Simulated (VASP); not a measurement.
These are PBEsol GGA, VASP's PBE PAW potentials (set 64) (plane waves; VASP) values and carry that method's errors.

The input files of a VASP run:

File POSCAR:
```
BP
1
    0.0000000000     2.1234805362     2.1234805362
    2.1234805362    -0.0000000000     2.1234805362
    2.1234805362     2.1234805362     0.0000000000
B P
1 1
Direct
  1.0000000000   1.0000000000   1.0000000000
  0.2500000000   0.2500000000   0.2500000000
```

KPOINTS:
```
Automatic mesh
0
Gamma
11 11 11
0 0 0
```

**INCAR**
```
! general
SYSTEM   =  BP
PREC     =  Accurate
ENCUT    =  620   ! plane-wave cut-off (eV)
LREAL    =  .FALSE.
LASPH    =  .TRUE.

! electronic loop
EDIFF    =  1E-6
NELM     =  100
ALGO     =  Normal

! smearing
ISMEAR   =  0   ! Gaussian
SIGMA    =  0.05   ! width (eV)

! functional
GGA      =  PS   ! PBEsol

! ions
IBRION   =  2   ! conjugate gradients
NSW      =  40   ! most ionic steps
ISIF     =  3
EDIFFG   =  -0.02   ! ionic stop
PSTRESS  =  450

! output
LWAVE    =  .FALSE.
LCHARG   =  .FALSE.
```

POTCAR, in this order: B P (PBE.64 set). Program: vasp_std.

Output

OUTCAR:
```
 ion  position               nearest neighbor table
   1  0.000  0.000  0.000-   2 1.84   2 1.84   2 1.84   2 1.84
   2  0.250  0.250  0.250-   1 1.84   1 1.84   1 1.84   1 1.84
  LATTYP: Found a face centered cubic cell.
 ALAT       =     4.2469610724
 Subroutine PRICEL returns:
 Original cell was already a primitive cell.
 Subroutine GETGRP returns: Found 24 space group operations
The static configuration has the point symmetry T_d .
The dynamic configuration has the point symmetry T_d .
 Subroutine INISYM returns: Found 24 space group operations
 Subroutine IBZKPT returns following result:
 Found     56 irreducible k-points:

 Following reciprocal coordinates:
            Coordinates               Weight
  0.000000  0.000000  0.000000      1.000000
  0.090909  0.000000  0.000000      8.000000
  0.181818  0.000000  0.000000      8.000000
  0.272727  0.000000  0.000000      8.000000
  0.363636  0.000000  0.000000      8.000000
  0.454545  0.000000  0.000000      8.000000
  0.090909  0.090909  0.000000      6.000000
  0.181818  0.090909  0.000000     24.000000
  0.272727  0.090909  0.000000     24.000000
  0.363636  0.090909  0.000000     24.000000
  0.454545  0.090909  0.000000     24.000000
 -0.454545  0.090909  0.000000     24.000000
 -0.363636  0.090909  0.000000     24.000000
 -0.272727  0.090909  0.000000     24.000000
 -0.181818  0.090909  0.000000     24.000000
 -0.090909  0.090909  0.000000     12.000000
  0.181818  0.181818  0.000000      6.000000
  0.272727  0.181818  0.000000     24.000000
  0.363636  0.181818  0.000000     24.000000
  0.454545  0.181818  0.000000     24.000000
 -0.454545  0.181818  0.000000     24.000000
 -0.363636  0.181818  0.000000     24.000000
 -0.272727  0.181818  0.000000     24.000000
 -0.181818  0.181818  0.000000     12.000000
...
```

OSZICAR:
```
       N       E                     dE             d eps       ncg     rms          rms(c)
DAV:   1     0.118281476341E+02    0.11828E+02   -0.47189E+03   904   0.106E+03
DAV:   2    -0.141222217328E+02   -0.25950E+02   -0.25069E+02  1352   0.127E+02
DAV:   3    -0.143963217556E+02   -0.27410E+00   -0.27410E+00  1072   0.163E+01
DAV:   4    -0.143968492563E+02   -0.52750E-03   -0.52750E-03  1440   0.721E-01
DAV:   5    -0.143968495726E+02   -0.31633E-06   -0.31633E-06  1064   0.108E-02    0.935E+00
DAV:   6    -0.133827562169E+02    0.10141E+01   -0.22426E+00  1080   0.896E+00    0.498E+00
DAV:   7    -0.132059855854E+02    0.17677E+00   -0.55514E-01  1368   0.462E+00    0.145E+00
DAV:   8    -0.131951763193E+02    0.10809E-01   -0.33403E-02   976   0.137E+00    0.256E-01
DAV:   9    -0.131952944967E+02   -0.11818E-03   -0.48212E-04  1344   0.222E-01    0.152E-01
DAV:  10    -0.131953303266E+02   -0.35830E-04   -0.99048E-05   968   0.747E-02    0.211E-02
DAV:  11    -0.131953336754E+02   -0.33488E-05   -0.34081E-06  1368   0.172E-02    0.306E-02
DAV:  12    -0.131953339514E+02   -0.27605E-06   -0.91777E-07   592   0.654E-03
   1 F= -.78166407E+01 E0= -.78166407E+01  d E =-.781664E+01
```

OUTCAR:
```
------------------------ aborting loop because EDIFF is reached ----------------------------------------
  FORCE on cell =-STRESS in cart. coord.  units (eV):
  Direction    XX          YY          ZZ          XY          YZ          ZX
  --------------------------------------------------------------------------------------
  Total        5.3729387      5.3729387      5.3729387      0.0000000      0.0000000     -0.0000000
  in kB      449.5185525    449.5185525    449.5185525      0.0000000      0.0000000     -0.0000000
  external PRESSURE =      -0.4814475 kB  Pullay stress =     450.0000000 kB
  volume of cell :       19.15
      direct lattice vectors                 reciprocal lattice vectors
     0.000000000  2.123480536  2.123480536    -0.235462483  0.235462483  0.235462483
     2.123480536  0.000000000  2.123480536     0.235462483 -0.235462483  0.235462483
     2.123480536  2.123480536  0.000000000     0.235462483  0.235462483 -0.235462483
  FREE ENERGIE OF THE ION-ELECTRON SYSTEM (eV)
  ---------------------------------------------------
  free  energy   TOTEN  =       -13.1953339514 eV

  energy  without entropy=      -13.1953339514  energy(sigma->0) =      -13.19533395
  enthalpy is  TOTEN    =        -7.8166406526 eV   P V=        5.3786932988

 reached required accuracy - stopping structural energy minimisation
```
(Selected blocks of OUTCAR.)

File OUTCAR:
```
 val. band max:        9.9101488355   @ k =   0.0000   0.0000   0.0000

 cond. band min:      10.7171997269   @ k =   0.4545   0.4545   0.0000


 Fermi energy:        10.1737579733

 k-point     1 :       0.0000    0.0000    0.0000
  band No.  band energies     occupation
      1      -7.4610      2.00000
      2       9.9101      2.00000
      3       9.9101      2.00000
      4       9.9101      2.00000
      5      13.6636      0.00000
      6      13.6636      0.00000
      7      13.6636      0.00000
      8      20.3945      0.00000

 k-point     2 :       0.0909    0.0000    0.0000
  band No.  band energies     occupation
      1      -7.2863      2.00000
      2       8.6586      2.00000
      3       9.6183      2.00000
      4       9.6183      2.00000
      5      14.0711      0.00000
      6      14.0711      0.00000
      7      14.2069      0.00000
      8      20.5998      0.00000

 k-point     3 :       0.1818    0.0000    0.0000
  band No.  band energies     occupation
      1      -6.7658      2.00000
      2       6.2869      2.00000
      3       9.0434      2.00000
      4       9.0434      2.00000
      5      14.7375      0.00000
      6      14.8100      0.00000
      7      14.8100      0.00000
      8      20.9612      0.00000

 k-point     4 :       0.2727    0.0000    0.0000
  band No.  band energies     occupation
      1      -5.9131      2.00000
      2       3.7834      2.00000
      3       8.5123      2.00000
      4       8.5123      2.00000
      5      14.9095      0.00000
      6      15.1242      0.00000
      7      15.1242      0.00000
      8      21.0199      0.00000

 k-point     5 :       0.3636    0.0000    0.0000
  band No.  band energies     occupation
      1      -4.7720      2.00000
      2       1.4641      2.00000
      3       8.1392      2.00000
      4       8.1392      2.00000
      5      14.9292      0.00000
      6      14.9443      0.00000
      7      14.9443      0.00000
...
```

The compound is BP in the zinc blende structure. It was relaxed first under an external pressure of 45 GPa.
